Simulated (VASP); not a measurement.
Level of theory: PBEsol GGA, VASP's PBE PAW potentials (set 64) (plane waves; VASP 6.6.1).

VASP input:

**INCAR**
```
SYSTEM = KMgF3
PREC = Accurate
ENCUT = 240
EDIFF = 1E-6
NELM = 100
ALGO = Normal
LREAL = .FALSE.
LASPH = .TRUE.
ISMEAR = 0
SIGMA = 0.01
GGA = PS
LWAVE = .FALSE.
LCHARG = .FALSE.
ISIF = 2
```

### POSCAR
```
KMgF3
1
    3.9784700000     0.0000000000     0.0000000000
    0.0000000000     3.9784700000     0.0000000000
    0.0000000000     0.0000000000     3.9784700000
K Mg F
1 1 3
Direct
  0.4985420000   0.4987890000   0.4991910000
  0.0034960000   0.0013820000  -0.0086970000
 -0.0037340000   0.5001000000  -0.0039860000
  0.5006150000  -0.0014070000   0.0070540000
  0.0010810000   0.0011360000   0.5064370000
```

KPOINTS:
```
Automatic mesh
0
Gamma
3 3 3
0 0 0
```

POTCAR, in this order: K_sv Mg F (PBE.64 set). Program: vasp_std.

At this cut-off the stress carries a Pulay error, which pulls relaxed volumes low.

### Question
Predict the energy per atom (σ→0), pressure, largest force.

### Answer

| Property | Result |
|---|---|
| energy per atom (σ→0) | -506.9 kJ/mol of atoms |
| pressure | -151.66 GPa |
| largest force | 0.00907 Ha/bohr |

**OSZICAR**
```
...
DAV:   7    -0.262643617826E+02    0.36688E+00   -0.30334E-01   620   0.521E+00    0.946E-01
DAV:   8    -0.262672422543E+02   -0.28805E-02   -0.29835E-02   768   0.119E+00    0.163E-01
DAV:   9    -0.262673903675E+02   -0.14811E-03   -0.73556E-04   708   0.210E-01    0.926E-02
DAV:  10    -0.262675250126E+02   -0.13465E-03   -0.13225E-04   816   0.913E-02    0.503E-02
DAV:  11    -0.262675514968E+02   -0.26484E-04   -0.18585E-05   820   0.330E-02    0.545E-03
DAV:  12    -0.262675537284E+02   -0.22316E-05   -0.21427E-06   572   0.119E-02    0.298E-03
DAV:  13    -0.262675532929E+02    0.43548E-06   -0.43215E-07   436   0.505E-03
   1 F= -.26267553E+02 E0= -.26267553E+02  d E =-.161231E-56
```

The structure comes from a computed database's KMgF3 entry; how it stands against other phases isn't given here. The cell was not relaxed at this level, atoms are displaced from their ideal sites. The k-mesh is coarse (spacing up to 0.53 per Å, 2π included), so the numbers may not be converged in it. The run is one of a series of settings (ENCUT = 240, KPOINTS 3×3×3 Γ-centred mesh against the base run), some of them coarse on purpose.
